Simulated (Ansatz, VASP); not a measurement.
# BaY: VASP beside Ansatz, part 2 of 2

Wanted: the spread between two codes on one cell, functional and k mesh. The cell is generated by rule, not measured, and may not be a known phase. The cell is taken from a series of runs on this material, whose earlier steps may have relaxed, scaled, displaced or heated it; both programs get it as it stands.

VASP 6.6.1 and Ansatz 0.2.0.

So far: The structure; VASP: relaxation of cell and atoms, RPBE; Ansatz: relaxation of cell and atoms, RPBE; Side by side.

### 5. Ansatz: zone-centre phonons, RPBE, pair 2

Level of this step: Ansatz beside VASP: Kohn-Sham DFT, plane waves, RPBE (Ansatz).

Second derivatives magnify differences that forces hide, and they need a tight electronic threshold.

The cell is taken from a series of runs on this material, whose earlier steps may have relaxed, scaled, displaced or heated it; both programs get it as it stands.

input.yaml reads:

```yaml
crystal:
  lattice:
    - [4.5049742788, 0.0, 0.0]
    - [0.0, 4.5049742788, 0.0]
    - [0.0, 0.0, 4.5049742788]
  atoms:
    - { symbol: Ba, position: [0.0, 0.0, 0.0] }
    - { symbol: "Y", position: [0.5, 0.5, 0.5] }
kpoints:
  mp_grid: { grid: [8, 8, 8] }
hamiltonian:
  xc: rpbe
scf:
  occupations: { method: methfessel_paxton, width: 0.15 }
output:
  eigenvalues: true
phonons:
  method: dfpt
```

Command:

```
ansatz run input.yaml --threads 4 --pin off --max-ram 7168MiB --backend cpu --events-out ev --progress --plain --runs-dir out
```

Numbers of over 12 decimals in the logs are rounded to 6 here.

Log:

```text
[...]
Crystal: 2 atoms, lattice volume = 91.428 Å³
Basis set: ecut = 420 eV, 1791 PW (Γ), exchange–correlation on 64×64×64 points (8 copies of the dense FFT grid, shifted against one another)
Bands: 15, of which v1, the nominal top of the filled ones, is band 11 counted from 1 (10 counted from 0)
Symmetry: 48 space group operations
k-points: 75 of 512 (irreducible under 8 space group operations, time reversal used)
[...]
k mesh reduced under 8 symmetry operations, with k and −k counted as one. Each operation leaves every solved perturbation unchanged. A smaller set is not used because it would not reduce the number of displacements times k-points to solve
  ASR residual: 5.215e-5 → 0.000e0 eV/Å²; symmetrization residual: 2.099e-5 eV/Å²
  ASR residual per site (eV/Å²): 1.21e-5 5.21e-5
  Γ frequencies (cm⁻¹): 0.00 0.00 0.00 101.79 101.79 101.79
  non-analytic LO–TO correction: not included (Born effective charges unavailable; polar crystals: no LO–TO splitting at Γ)
[key lines of the parts left out:]
SCF converged after 8 iterations
Free energy (F): -9813.962498 eV
Fermi energy:    7.498117 eV
```

### 6. VASP: zone-centre phonons, RPBE, pair 2

The same cell, functional, mesh and smearing now go to VASP, with its own data sets.

INCAR reads:

```
SYSTEM = BaY
PREC = Accurate
ENCUT = 500
EDIFF = 1E-08
NELM = 120
ISMEAR = 1
SIGMA = 0.15
LREAL = .FALSE.
ALGO = Normal
GGA = RP
NBANDS = 16
LASPH = .TRUE.
LORBIT = 11
LWAVE = .FALSE.
LCHARG = .FALSE.
ISIF = 2
IBRION = 8
GGA_COMPAT = .FALSE.
KPAR = 2
```

POSCAR reads:

```
BaY
1.0
    4.5049742788      0.0000000000      0.0000000000
    0.0000000000      4.5049742788      0.0000000000
    0.0000000000      0.0000000000      4.5049742788
Ba Y
1 1
Direct
    0.0000000000      0.0000000000      0.0000000000
    0.5000000000      0.5000000000      0.5000000000
```

KPOINTS reads:

```
Automatic mesh
0
Gamma
8 8 8
0 0 0
```

Potentials, in the order of the species: Ba_sv and Y_sv (PBE family, release 64).

Command:

```
mpirun -np 2 vasp_std
```

Log:

```text
[banner, memory and clock lines left out]
running    2 mpi-ranks, on    1 nodes
[...]
[... a notice as in an earlier step ...]

 LDA part: xc-table for (Slater+PW92), standard interpolation
 POSCAR, INCAR and KPOINTS ok, starting setup
[...]
entering main loop
       N       E                     dE             d eps       ncg     rms          rms(c)
DAV:   1     0.108669125203E+03    0.10867E+03   -0.95120E+03  1128   0.111E+03
DAV:   2    -0.509173001749E+00   -0.10918E+03   -0.10703E+03  1592   0.233E+02
DAV:   3    -0.773489674532E+01   -0.72257E+01   -0.72013E+01  1840   0.463E+01
DAV:   4    -0.794080768828E+01   -0.20591E+00   -0.20589E+00  1568   0.688E+00
[...]
DAV:  16    -0.707229519449E+01    0.87433E-07   -0.84090E-09  1096   0.616E-04    0.346E-04
DAV:  17    -0.707229520629E+01   -0.11791E-07   -0.37975E-09   760   0.329E-04    0.113E-04
DAV:  18    -0.707229521291E+01   -0.66227E-08   -0.58468E-10   664   0.145E-04
   1 F= -.70722952E+01 E0= -.70721286E+01  d E =-.499790E-03
[...]
RMM:  12    -0.208039891072E+00   -0.17873E-06   -0.77499E-08  5617   0.175E-04    0.880E-06
RMM:  13    -0.208039734287E+00    0.15679E-06   -0.18759E-08  5649   0.950E-05    0.135E-05
RMM:  14    -0.208039731431E+00    0.28560E-08   -0.44245E-08  5431   0.576E-05    0.669E-06
 first order change of Fermi-energy   0.11717E-03
 force on displaced ion       1 direction 1 :  -2.105   0.000  -0.000
 Linear response progress:
  Degree of freedom:   2/  2
       N       E                     dE             d eps       ncg     rms          rms(c)
RMM:   1    -0.287105982429E+00   -0.28711E+00    0.48572E+00  2932   0.101E+01
RMM:   2    -0.281664396953E+00    0.54416E-02   -0.18117E-01  4066   0.169E+00    0.150E-01
RMM:   3    -0.283574509954E+00   -0.19101E-02   -0.13351E-02  4639   0.424E-01    0.692E-02
RMM:   4    -0.283987169253E+00   -0.41266E-03   -0.27701E-03  5117   0.165E-01    0.423E-02
[...]
RMM:  14    -0.284008840081E+00   -0.34150E-06   -0.29879E-05  5828   0.806E-04    0.410E-04
RMM:  15    -0.284009336827E+00   -0.49675E-06   -0.21710E-05  5417   0.645E-04    0.360E-04
RMM:  16    -0.284009307269E+00    0.29558E-07   -0.15626E-05  5618   0.510E-04    0.403E-04
 first order change of Fermi-energy  -0.14398E-03
 force on displaced ion       2 direction 1 :  -2.115  -0.000  -0.000
 Linear response finished
```

Parts of OUTCAR (step 6):

```text
  Total        0.0611388      0.0611388      0.0611388     -0.0000000      0.0000000     -0.0000000
  in kB        1.0713974      1.0713974      1.0713974     -0.0000000      0.0000000     -0.0000000
  external PRESSURE =       1.0713974 kB  Pullay stress =       0.0000000 kB

 POSITION                                       TOTAL-FORCE (eV/Angst)
 -----------------------------------------------------------------------------------
      0.00000      0.00000      0.00000         0.000000      0.000000      0.000000
      2.25249      2.25249      2.25249         0.000000      0.000000      0.000000
 -----------------------------------------------------------------------------------
    total drift:                                0.000000      0.000000      0.000000

[... 1 part as in an earlier step ...]

[... 1 further part left out ...]
```

### 7. Differences

Compared:

| quantity | Ansatz | VASP | difference |
| --- | --- | --- | --- |
| optical mode 1 to 3 (cm⁻¹) | 101.8 | 103.1 | -1.30 % |

Modes are paired by rising frequency, not by their patterns, so a pair may set unlike modes beside each other; they are those without the splitting of longitudinal modes.

### 8. VASP: zone-centre phonons, RPBE, pair 3

Second derivatives magnify differences that forces hide, and they need a tight electronic threshold.

INCAR is that of step 6.

POSCAR is that of step 6.

KPOINTS is that of step 6.

Command:

```
mpirun -np 2 vasp_std
```

Log:

```text
[... set-up lines as in an earlier step ...]
 entering main loop
       N       E                     dE             d eps       ncg     rms          rms(c)
[... 18 cycles as in an earlier step ...]
   1 F= -.70722952E+01 E0= -.70721286E+01  d E =-.499790E-03
 Linear response reoptimize wavefunctions to high precision
[... 2 cycles as in an earlier step ...]
 Linear response DOF=           2
 Linear response progress:
  Degree of freedom:   1/  2
       N       E                     dE             d eps       ncg     rms          rms(c)
[... 14 cycles as in an earlier step ...]
 first order change of Fermi-energy   0.11717E-03
 force on displaced ion       1 direction 1 :  -2.105   0.000  -0.000
 Linear response progress:
  Degree of freedom:   2/  2
       N       E                     dE             d eps       ncg     rms          rms(c)
[... 16 cycles as in an earlier step ...]
 first order change of Fermi-energy  -0.14398E-03
 force on displaced ion       2 direction 1 :  -2.115  -0.000  -0.000
 Linear response finished
```

OUTCAR, selected parts (step 8):

```text
[... 4 parts as in an earlier step ...]
```

### 9. Ansatz: zone-centre phonons, RPBE, pair 3

The same cell, functional, mesh and smearing now go to Ansatz, which takes its cutoff from its data sets.

The cell is taken from a series of runs on this material, whose earlier steps may have relaxed, scaled, displaced or heated it; both programs get it as it stands.

input.yaml, as its differences from that of step 5:

```diff
@@ -18 +18,8 @@
   method: dfpt
+  qmesh: [2, 2, 2]
+  temperatures: { t_max: 1000, t_step: 50 }
+  qpath:
+    path:
+      - [[0.0, 0.0, 0.0], [0.0, 0.5, 0.0], [0.5, 0.5, 0.0], [0.0, 0.0, 0.0], [0.5, 0.5, 0.5], [0.0, 0.5, 0.0]]
+      - [[0.5, 0.5, 0.5], [0.5, 0.5, 0.0]]
+    npoints: 10
```

Command:

```
ansatz run input.yaml --threads 4 --pin off --max-ram 7168MiB --backend cpu --events-out ev --progress --plain --runs-dir out
```

Log:

```text
[...]
Crystal: 2 atoms, lattice volume = 91.428 Å³
Basis set: ecut = 420 eV, 1791 PW (Γ), exchange–correlation on 64×64×64 points (8 copies of the dense FFT grid, shifted against one another)
Bands: 15, of which v1, the nominal top of the filled ones, is band 11 counted from 1 (10 counted from 0)
Symmetry: 48 space group operations
k-points: 35 of 512
[...]
largest difference from the sums on the solved wave vectors: F 3.26e-1 eV, S 4.14e-4 and C_V 8.80e-5 eV/K
  zero-point energy: 0.022736 eV/cell   skipped modes (ω ≤ 0): 20, of them read as no rigid motion or as one in doubt: 17 (1.028e-1 modes/cell left out, lowest -12.83 cm⁻¹)   left out of the sums: 1.73e-2 of the cell's modes: C_V's classical limit lies that fraction below 3 k_B per atom; for a crystal, a wire or a layer, F and S can be off by more, and a phonons.interpolated_qmesh denser along its periods is the remedy for the sampling
[key lines of the parts left out:]
SCF converged after 8 iterations
Free energy (F): -9813.962498 eV
Fermi energy:    7.498117 eV
```

### 10. Side by side

What differs besides the data sets and the points named for the pairs above, as far as they apply: VASP's run holds the zone centre alone. Total energies have different zeros and are not compared.

Both answers:

| quantity | Ansatz | VASP | difference |
| --- | --- | --- | --- |
| optical mode 1 to 3 (cm⁻¹) | 101.8 | 103.1 | -1.30 % |

Modes are paired by rising frequency, not by their patterns, so a pair may set unlike modes beside each other; they are those without the splitting of longitudinal modes.

### 11. Outcome

```yaml
difference_in_volume_relaxation_of_cell_and_atoms_rpbe: -0.42 %
r_m_s_difference_of_the_optical_zone_centre_modes_each_program_s_sorted_by_frequency_zone_centre_phonons_rpbe_pair_2: 1.3 cm⁻¹
difference_in_optical_mode_1_to_3_zone_centre_phonons_rpbe_pair_2: -1.3 %
r_m_s_difference_of_the_optical_zone_centre_modes_each_program_s_sorted_by_frequency_zone_centre_phonons_rpbe_pair_3: 1.3 cm⁻¹
difference_in_optical_mode_1_to_3_zone_centre_phonons_rpbe_pair_3: -1.3 %
```

What this shows: The difference in volume is -0.42 % (relaxation of cell and atoms, RPBE), within the 1.2 % picked in this series as the mark of a large difference, as far as the stopping tolerances let one tell. Among the rows given in per cent, the largest difference of the zone-centre phonons, RPBE, pair 2 pair is in optical mode 1 to 3, -1.3 %. Among the rows given in per cent, the largest difference of the zone-centre phonons, RPBE, pair 3 pair is in optical mode 1 to 3, -1.3 %. 1 further run of this series is not shown here. How closely two codes agree says nothing of how well the functional describes the real material.

[Lines on the potential files, build, host, timing and source positions are cut from VASP's logs without a mark.]

[Logs are printed without paths, hosts, clocks, repeated set-up lines and the standing remarks that a program may print on its own settings, such as how far it seeks lower states.]

[Hosts, paths, dates, database ids (printed as entryN), source tags and the programs' standing remarks are cut or masked in the printed files.]
